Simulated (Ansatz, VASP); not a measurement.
# Cross-check of Cu16F (Cu(100)) between VASP and Ansatz, part 2 of 2

Wanted: the spread between two codes on one cell, functional and k mesh.  The structure shown is the end of the VASP relaxation below.

VASP 6.6.1 and Ansatz 0.2.0.

So far: The starting structure; VASP: relaxation, RPBE.

### 3. Ansatz: single point, RPBE

Level of this step: Ansatz beside VASP: Kohn-Sham DFT, plane waves, RPBE (Ansatz).

Ansatz runs on its default PAW (the set named soft_2) files.

The same cell, functional, mesh and smearing now go to Ansatz, which takes its cutoff from its data sets.

The input, input.yaml:

```yaml
crystal:
  lattice:
    - [5.20477583, 0.0, 0.0]
    - [0.0, 5.20477583, 0.0]
    - [0.0, 0.0, 20.52049842]
  atoms:
    - { symbol: Cu, position: [0.25, 0.25, 0.3654882] }
    - { symbol: Cu, position: [0.75, 0.25, 0.3654882] }
    - { symbol: Cu, position: [0.25, 0.75, 0.3654882] }
    - { symbol: Cu, position: [0.75, 0.75, 0.3654882] }
    - { symbol: Cu, position: [0.0, 0.0, 0.45516273] }
    - { symbol: Cu, position: [0.5, 0.0, 0.45516273] }
    - { symbol: Cu, position: [0.0, 0.5, 0.45516273] }
    - { symbol: Cu, position: [0.5, 0.5, 0.45516273] }
    - { symbol: Cu, position: [0.25, 0.25, 0.54286303] }
    - { symbol: Cu, position: [0.75, 0.25, 0.54529895] }
    - { symbol: Cu, position: [0.25, 0.75, 0.54529895] }
    - { symbol: Cu, position: [0.75, 0.75, 0.54755694] }
    - { symbol: Cu, position: [0.99767499, 0.99767499, 0.63270425] }
    - { symbol: Cu, position: [0.50232501, 0.99767499, 0.63270425] }
    - { symbol: Cu, position: [0.99767499, 0.50232501, 0.63270425] }
    - { symbol: Cu, position: [0.50232501, 0.50232501, 0.63270425] }
    - { symbol: F, position: [0.25, 0.25, 0.69663544] }
hamiltonian:
  xc: rpbe
  pseudopotentials: { kind: paw }
kpoints:
  mp_grid: { grid: [5, 5, 1] }
scf:
  occupations: { method: methfessel_paxton, width: 0.15 }
  n_extra_bands: 8
efield:
  axis: 3
  dipole_correction: true
  ramp_width: 0.04
output:
  forces: true
  eigenvalues: true
  write_density: true
  write_potential: true
  elf: true
  volumetric_format: npy
```

Started as:

```bash
ansatz run input.yaml --threads 8 --pin off --max-ram 18432MiB --backend cpu --events-out ev --progress --plain --runs-dir out
```

Numbers of over 12 decimals in the logs are rounded to 6 here.

What it wrote:

```text
scf.n_extra_bands = 8 over 156 filled bands (N_el = 311.0): the run solves 164 bands
Engine: ansatz 0.2.0, aarch64-unknown-linux-gnu
Pseudopotentials: kind: paw
Pseudopotential: Cu, paw, valence charge 19, recommended cutoff 420 eV (normal), Cu.paw.azcp
Pseudopotential: F, paw, valence charge 7, recommended cutoff 420 eV (normal), F.paw.azcp
Functional definition: RPBE
  parameter kappa = 0.804
  parameter beta = 0.066725
  exchange = rpbe_x(kappa = kappa, mu = beta*pi^2/3)
  correlation = pbe_c(beta = beta)
Crystal: 17 atoms, lattice volume = 555.894 Å³
Basis set: ecut = 420 eV, 10917 PW (Γ), exchange–correlation on 72×72×288 points (8 copies of the dense FFT grid, shifted against one another)
Bands: 164, of which v1, the nominal top of the filled ones, is band 156 counted from 1 (155 counted from 0)
Symmetry: 8 space group operations
Space group: P4mm (ITA 99), of the structure as read, at distance tolerance 8.2e-5 Å
k-points: 6 of 25
Non-local potential: Cu, projectors of the file, l = 0: 3, l = 1: 2, l = 2: 3, l = 3: 1
Non-local potential: F, projectors of the file, l = 0: 2, l = 1: 2, l = 2: 1
PAW form: soft (Blöchl's): semilocal exchange-correlation on the pseudo side does not see the compensation charge
PAW frozen core: Cu, regenerated for the run's functional, and the local potential with it (the file was generated under x = pbe(κ = 0.804, μ = 0.219515), c = pbe(β = 0.066725))
PAW frozen core: F, regenerated for the run's functional, and the local potential with it (the file was generated under x = pbe(κ = 0.804, μ = 0.219515), c = pbe(β = 0.066725))
PAW one-centre angular grid: Cu, 590 points (default); XC on 64 Gauss nodes
PAW one-centre angular grid: F, 110 points (default); XC on 64 Gauss nodes
Initial density: superposition of atomic densities (neutral atoms: chi_scale 0, normalization atom), corrected by the library's trained network
Initial wavefunctions: pseudopotential atomic-orbital guess
Functional: x = rpbe, c = pbe(β = 0.066725)
SCF iter   1: F=—  HF=-106891.976539 eV  |F-HF|=—  |Δ(HF+E_count)|=         —  Δρ=6.94e-3  dr2=2.00e-1  ethr=1.77e-3  p=-0.103 e·Å  D=-3.36e-2 V/Å  ΔV_dip=0.69 eV  dr2_dipole=1.64e-2  V_vac-E_F(+/−)=5.11/4.42 eV  ⟨swp⟩=6.2  Hψ=3990  notcnv=0
efield: sawtooth ramp at fractional position 0.0111 (placed from the atoms, in the widest stretch of the axis that holds none; the zero of the levels goes with the place), width 0.0400; the density the first Hamiltonian is built on has a dipole p = -0.103 e·Å; the dipole correction subtracts the counter field D = -3.36e-2 V/Å, which shifts the + side's vacuum level by +0.69 eV against the − side's; the planar-averaged density in the ramp window peaks in size at 3.6e-5 e/Å³
preconditioner: auto → LDOS  [metal: Δε(μ)=0.052 eV  Ē_g=4.681 eV  σ=0.150 eV  W_gap=0.28  n_scr=132 (ndim 8)  ℏωp=21.3 eV  f_vac=0.582  D(μ)=10.40/eV (n_scr^D=68)  β→1.0]
SCF iter   2: F=—  HF=-106892.178940 eV  |F-HF|=—  |Δ(HF+E_count)|=   2.02e-1  S|Δr|=    0.00e0  Δρ=1.75e-2  dr2=9.37e-1  ethr=6.44e-5  p=-0.121 e·Å  D=-3.94e-2 V/Å  ΔV_dip=0.81 eV  dr2_dipole=8.93e-4  V_vac-E_F(+/−)=5.07/4.26 eV  ⟨swp⟩=2.0  Hψ=2224  notcnv=0  defer=8
SCF iter   3: F=—  HF=-106891.967490 eV  |F-HF|=—  |Δ(HF+E_count)|=   2.11e-1  S|Δr|=    0.00e0  Δρ=2.92e-3  dr2=3.20e-2  ethr=6.44e-5  p=-0.124 e·Å  D=-4.04e-2 V/Å  ΔV_dip=0.83 eV  dr2_dipole=2.51e-3  V_vac-E_F(+/−)=5.19/4.36 eV  ⟨swp⟩=2.0  Hψ=1952  notcnv=0  defer=8
SCF iter   4: F=—  HF=-106891.961499 eV  |F-HF|=—  |Δ(HF+E_count)|=   5.99e-3  S|Δr|=    0.00e0  Δρ=9.37e-4  dr2=4.45e-3  ethr=1.03e-5  p=-0.126 e·Å  D=-4.11e-2 V/Å  ΔV_dip=0.84 eV  dr2_dipole=3.50e-4  V_vac-E_F(+/−)=5.18/4.34 eV  ⟨swp⟩=2.0  Hψ=1778  notcnv=0  defer=1
SCF iter   5: F=—  HF=-106891.960953 eV  |F-HF|=—  |Δ(HF+E_count)|=   5.45e-4  S|Δr|=    0.00e0  Δρ=7.04e-4  dr2=2.21e-3  ethr=1.43e-6  p=-0.128 e·Å  D=-4.15e-2 V/Å  ΔV_dip=0.85 eV  dr2_dipole=1.35e-4  V_vac-E_F(+/−)=5.18/4.33 eV  ⟨swp⟩=2.7  Hψ=1665  notcnv=0  defer=1
SCF iter   6: F=—  HF=-106891.960780 eV  |F-HF|=—  |Δ(HF+E_count)|=   1.73e-4  S|Δr|=    0.00e0  Δρ=2.13e-4  dr2=2.61e-4  ethr=7.09e-7  p=-0.127 e·Å  D=-4.15e-2 V/Å  ΔV_dip=0.85 eV  dr2_dipole=2.02e-5  V_vac-E_F(+/−)=5.18/4.33 eV  ⟨swp⟩=2.0  Hψ=1428  notcnv=0  defer=1
SCF iter   7: F=—  HF=-106891.960814 eV  |F-HF|=—  |Δ(HF+E_count)|=   3.40e-5  S|Δr|=    0.00e0  Δρ=1.06e-4  dr2=4.97e-5  ethr=8.39e-8  p=-0.128 e·Å  D=-4.15e-2 V/Å  ΔV_dip=0.85 eV  dr2_dipole=1.19e-6  V_vac-E_F(+/−)=5.18/4.32 eV  ⟨swp⟩=2.0  Hψ=1519  notcnv=0  defer=1
SCF iter   8: F=—  HF=-106891.960995 eV  |F-HF|=—  |Δ(HF+E_count)|=   1.81e-4  S|Δr|=    0.00e0  Δρ=3.79e-5  dr2=7.25e-6  ethr=1.60e-8  p=-0.127 e·Å  D=-4.15e-2 V/Å  ΔV_dip=0.85 eV  dr2_dipole=5.85e-8  V_vac-E_F(+/−)=5.17/4.32 eV  ⟨swp⟩=2.0  Hψ=1480  notcnv=0  defer=1
SCF iter   9: F=—  HF=-106891.961001 eV  |F-HF|=—  |Δ(HF+E_count)|=   6.12e-6  S|Δr|=    0.00e0  Δρ=1.41e-5  dr2=1.19e-6  ethr=2.33e-9  p=-0.127 e·Å  D=-4.15e-2 V/Å  ΔV_dip=0.85 eV  dr2_dipole=3.31e-8  V_vac-E_F(+/−)=5.17/4.32 eV  ⟨swp⟩=2.0  Hψ=1493  notcnv=0  defer=1
SCF iter  10: F=—  HF=-106891.961002 eV  |F-HF|=—  |Δ(HF+E_count)|=   1.32e-6  S|Δr|=    0.00e0  Δρ=8.76e-6  dr2=4.07e-7  ethr=3.83e-10  p=-0.127 e·Å  D=-4.15e-2 V/Å  ΔV_dip=0.85 eV  dr2_dipole=2.73e-8  V_vac-E_F(+/−)=5.17/4.32 eV  ⟨swp⟩=2.0  Hψ=1520  notcnv=0  defer=1
SCF iter  11: F=-106891.961003 eV  HF=-106891.961003 eV  |F-HF|=2.67e-7  |Δ(HF+E_count)|=   3.32e-7  S|Δr|=    0.00e0  Δρ=4.14e-6  dr2=8.43e-8  ethr=3.22e-11  p=-0.127 e·Å  D=-4.14e-2 V/Å  ΔV_dip=0.85 eV  dr2_dipole=3.51e-9  V_vac-E_F(+/−)=5.17/4.32 eV  ⟨swp⟩=13.3  Hψ=8774  notcnv=0
SCF 1 converged in 11 iterations: F = -106891.961003 eV  dr2 = 8.43e-8
  greatest PAW one-centre occupation: 1.000 electrons in one spin orbital (limit 2), on the Cu atom at site 15 (counted from 0), in its partial waves of l = 0
WARN: The input density's exchange-correlation potential varies sharply where the density is thin. Do not read a vacuum level from v_tot or v_xc, or from such a field of the output density. On a cell that repeats whose density bears no net charge and no dipole along the vacuum's axis use v_es (v_loc + v_h of the components); under efield.dipole_correction with no amplitude use v_es + v_field, which holds any external [...]
SCF converged after 11 iterations
Stability not checked: this state was not tested for a lower state beside it, because cold or Methfessel-Paxton smearing, or corrected tetrahedra, fill the levels in a way that the test cannot read (fill_not_monotonic; see scf.lower_state_search)
Free energy (F): -106891.961003 eV
Harris-Foulkes:  -106891.961003 eV  (|F-HF|=2.67e-7)
Internal energy: -106891.934722 eV  (E = F + TS)
E sigma→0 (E₀):  -106891.954433 eV
Entropy (-TS):   -0.026281 eV (-1.546 meV/atom)
Fermi energy:    2.804082 eV
Dipole field:    D = -0.041399 V/Å  (p = -0.127181 e·Å, saw-weighted, corrected)
Work function:   Φ+ = 5.1738 eV   Φ− = 4.3243 eV
Levels:          The Fermi level and band energies are counted from a zero that moves with the ramp; work functions are not
--- Per-component energies (eV) ---
  E_band       = -9933.765356
  E_kinetic    = 4988.391497
  E_local      = -521650.241186  (includes V_loc(G=0)·N_el)
  E_nonlocal   = 6358.709284
  E_hartree    = 254840.652322
  E_xc         = -1495.270577
  E_vxc        = -1923.405675  (∫ρ·V_xc dr)
  E_paw        = -26943.662934  (= ΣΔE_a)
  E_vpaw       = -7381.331203  (= ΣTr[D̂ρ^β])
  E_aug_tail   = 0.006982  (compensation charges beyond the density's cutoff)
  E_efield     = 0.002633  (sawtooth field / dipole correction)
  E_vefield    = -7.121854  (∫n·V_field dr)
  E_ewald      = 177010.176244
  E_core_change = -0.698987  (= ΣΔE_core)
  E_smearing   = -0.026281  (= −TS)
  E_closure    = 0.000000  (closes the sum)
  Σ components = -106891.961003   (vs F -106891.961003, Δ=0.00e0)
--- Forces (eV/Å), atoms counted from 1 ---
  atom   1  Cu    -0.00000000     0.00000000     0.21757616
  atom   2  Cu     0.00000000     0.00000000     0.20420934
  atom   3  Cu     0.00000000     0.00000000     0.20420934
  atom   4  Cu    -0.00000000     0.00000000     0.20325359
  atom   5  Cu    -0.06344913    -0.06344913    -0.20893264
  atom   6  Cu     0.06344913    -0.06344913    -0.20893264
  atom   7  Cu    -0.06344913     0.06344913    -0.20893264
  atom   8  Cu     0.06344913     0.06344913    -0.20893264
  atom   9  Cu     0.00000000     0.00000000    -0.00534251
  atom  10  Cu    -0.00000000     0.00000000     0.00767269
  atom  11  Cu     0.00000000     0.00000000     0.00767269
  atom  12  Cu     0.00000000     0.00000000     0.02052878
  atom  13  Cu    -0.00428729    -0.00428729    -0.00582121
  atom  14  Cu     0.00428729    -0.00428729    -0.00582121
  atom  15  Cu    -0.00428729     0.00428729    -0.00582121
  atom  16  Cu     0.00428729     0.00428729    -0.00582121
  atom  17  F     -0.00000000     0.00000000    -0.00076299
  max |Σ_I F_I| component: 1.68e-6 eV/Å
--- Band table (eV; the first three rows and the last of 6) ---
  k-point 0: bands = [... 152 lower, 2.5303, 2.5592, 2.5592, 2.6317, 2.8107, 2.8107, 2.8107, 3.8182, ... 4 higher]
  k-point 1: bands = [... 152 lower, 1.7219, 2.7688, 2.7831, 2.9977, 3.1706, 3.2037, 3.8901, 4.5356, ... 4 higher]
  k-point 2: bands = [... 152 lower, 1.8589, 2.5154, 3.2538, 3.2640, 3.8558, 3.9335, 3.9452, 4.1772, ... 4 higher]
  k-point 5: bands = [... 152 lower, 1.6275, 1.9514, 1.9722, 2.5556, 2.6684, 3.4595, 3.4960, 4.4626, ... 4 higher]
```

Elapsed: 28 s, on 8 threads of Arm Neoverse N1, shared host; peak memory 2.7 GiB; 3.5 min of CPU time.

### 4. Side by side

Known differences besides the PAW data sets themselves: the data sets hold 311 valence electrons in Ansatz (default PAW (the set named soft_2) files) and 183 in VASP; the cutoff is 420 eV in Ansatz and 440 eV in VASP (PREC = Normal, projectors in real space); Ansatz makes its cores anew for this functional, VASP keeps those of its PBE data sets. Total energies have different zeros and are not compared.

Forces on 10 of the 17 atoms, picked by the larger force of the two programs (eV/Å; atoms numbered as in POSCAR):

```csv
atom,"Ansatz x, y, z","VASP x, y, z"
Cu1,"0.000, 0.000, 0.218","0.000, 0.000, 0.190"
Cu2,"0.000, 0.000, 0.204","0.000, 0.000, 0.177"
Cu3,"0.000, 0.000, 0.204","0.000, 0.000, 0.177"
Cu4,"0.000, 0.000, 0.203","0.000, 0.000, 0.176"
Cu5,"-0.063, -0.063, -0.209","-0.064, -0.064, -0.204"
Cu6,"0.063, -0.063, -0.209","0.064, -0.064, -0.204"
Cu7,"-0.063, 0.063, -0.209","-0.064, 0.064, -0.204"
Cu8,"0.063, 0.063, -0.209","0.064, 0.064, -0.204"
Cu12,"0.000, 0.000, 0.021","0.000, 0.000, 0.009"
Cu15,"-0.004, 0.004, -0.006","0.004, -0.004, 0.015"
```

The forces differ by 11 meV/Å r.m.s., which is 13.2 % of the r.m.s. force of 0.08 eV/Å (both taken over all components, held atoms included).

### 5. What came out

| Item | Value |
| --- | --- |
| r.m.s. force difference (single point, RPBE) | 11 meV/Å |

**Reading.** The r.m.s. force difference is 11 meV/Å (single point, RPBE), within the 12 meV/Å picked in this series as the mark of a large difference. How closely two codes agree says nothing of how well the functional describes the real material.

[Lines on the potential files, build, host, timing and source positions are cut from VASP's logs without a mark.]

[Logs are printed without paths, hosts, clocks, repeated set-up lines and the standing remarks that a program may print on its own settings, such as how far it seeks lower states.]

[Hosts, paths, dates, database ids (printed as entryN), source tags and the programs' standing remarks are cut or masked in the printed files.]
